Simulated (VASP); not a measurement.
All values below come from PBEsol GGA, VASP's PBE PAW potentials (set 64) (plane waves; VASP 6.6.1).

The input files of a VASP run:

### KPOINTS
```
k-points along high-symmetry lines
12
Line-mode
Reciprocal
  0.000000   0.000000   0.000000 ! GAMMA
  0.000000   0.000000  -0.500000 ! T

  0.000000   0.000000  -0.500000 ! T
 -0.328125   0.328125  -0.500000 ! H_2

 -0.343750   0.328125  -0.187500 ! H_0
  0.000000   0.500000   0.500000 ! L

  0.000000   0.500000   0.500000 ! L
  0.000000   0.000000   0.000000 ! GAMMA

  0.000000   0.000000   0.000000 ! GAMMA
 -0.335938   0.335938   0.000000 ! S_0

 -0.335938   0.328125  -0.343750 ! S_2
 -0.500000   0.000000  -1.000000 ! F

 -0.500000   0.000000  -1.000000 ! F
  0.000000   0.000000   0.000000 ! GAMMA
```

INCAR:
```
# general
SYSTEM  = HgMg3Te4
PREC    = Accurate
ENCUT   = 400
LREAL   = F
LASPH   = T
ICHARG  = 11

# electronic loop
EDIFF   = 1E-7
NELM    = 100
ALGO    = Normal
LMAXMIX = 6

# smearing
ISMEAR  = 0
SIGMA   = 0.05

# functional
GGA     = PS

# output
LWAVE   = F
LCHARG  = F
LORBIT  = 11
```

POSCAR:
```
HgMg3Te4
1
   -0.0000000000     3.2368559512     3.2368559512
    3.2368559512    -0.0000000000     3.2368559512
   12.8964169427    12.8964169427     0.0510068623
Mg Te Hg
3 4 1
Direct
  0.9974080401   0.9974080401   0.0019439699
  0.9994121211   0.9994121211   0.2504409092
  0.9997117520   0.9997117520   0.5002161860
  0.2500446714   0.2500446714   0.0624664964
  0.2507471333   0.2507471333   0.3119396501
  0.2538625576   0.2538625576   0.5596030818
  0.2479611315   0.2479611315   0.8140291513
  0.0008525930   0.0008525930   0.7493605553
```

POTCAR, in this order: Mg Te Hg (PBE.64 set). Program: vasp_std. Read from the step before: CHGCAR.

Output of the run:

File OSZICAR:
```
       N       E                     dE             d eps       ncg     rms          rms(c)
DAV:   1     0.193889993284E+03    0.19389E+03   -0.13667E+04  4368   0.103E+03
DAV:   2    -0.715060917113E+01   -0.20104E+03   -0.19687E+03  5418   0.206E+02
DAV:   3    -0.212686810176E+02   -0.14118E+02   -0.14010E+02  5310   0.565E+01
DAV:   4    -0.215428132735E+02   -0.27413E+00   -0.27391E+00  5918   0.800E+00
DAV:   5    -0.215460762181E+02   -0.32629E-02   -0.32627E-02  5410   0.963E-01
DAV:   6    -0.215461673256E+02   -0.91107E-04   -0.91106E-04  5942   0.145E-01
DAV:   7    -0.215461699808E+02   -0.26552E-05   -0.26552E-05  5548   0.224E-02
DAV:   8    -0.215461700753E+02   -0.94479E-07   -0.94475E-07  4808   0.372E-03
   1 F= -.21546170E+02 E0= -.21546170E+02  d E =-.176324E-13
```

### OUTCAR
```
 val. band max:        2.4241767953   @ k =   0.0000   0.0000   0.0000

 cond. band min:       3.1096795437   @ k =   0.0000   0.0000   0.0000



 k-point     1 :       0.0000    0.0000    0.0000
  band No.  band energies     occupation
      1      -8.7395      2.00000
      2      -8.3329      2.00000
      3      -8.2220      2.00000
      4      -7.9196      2.00000
      5      -4.3267      2.00000
      6      -4.3267      2.00000
      7      -4.0730      2.00000
      8      -3.8960      2.00000
      9      -3.8960      2.00000
     10      -1.8663      2.00000
     11      -0.5491      2.00000
     12       0.0731      2.00000
     13       1.3790      2.00000
     14       1.3790      2.00000
     15       1.5358      2.00000
     16       1.5358      2.00000
     17       1.6772      2.00000
     18       1.6772      2.00000
     19       2.1138      2.00000
     20       2.4241      2.00000
     21       2.4242      2.00000
     22       3.1097      0.00000
     23       4.5437      0.00000
     24       5.0162      0.00000
     25       5.1548      0.00000
     26       7.1762      0.00000

 k-point     2 :       0.0000    0.0000   -0.0455
  band No.  band energies     occupation
      1      -8.7394      2.00000
      2      -8.3349      2.00000
      3      -8.2196      2.00000
      4      -7.9202      2.00000
      5      -4.3267      2.00000
      6      -4.3267      2.00000
      7      -4.0731      2.00000
      8      -3.8960      2.00000
      9      -3.8960      2.00000
     10      -1.8641      2.00000
     11      -0.5633      2.00000
     12       0.0902      2.00000
     13       1.3793      2.00000
     14       1.3793      2.00000
     15       1.5348      2.00000
     16       1.5348      2.00000
     17       1.6779      2.00000
     18       1.6779      2.00000
     19       2.1013      2.00000
     20       2.4240      2.00000
     21       2.4241      2.00000
     22       3.1179      0.00000
     23       4.5465      0.00000
...
```

The density is held fixed in this step, so its total energy and stress have no physical meaning. Unless said otherwise, spin-orbit coupling is left out, though it shifts the bands of the heavy elements here.

The structure was generated: HgMg3Te4 was put into an ordered model structure (R3m), which need not be its known phase. It was relaxed first.
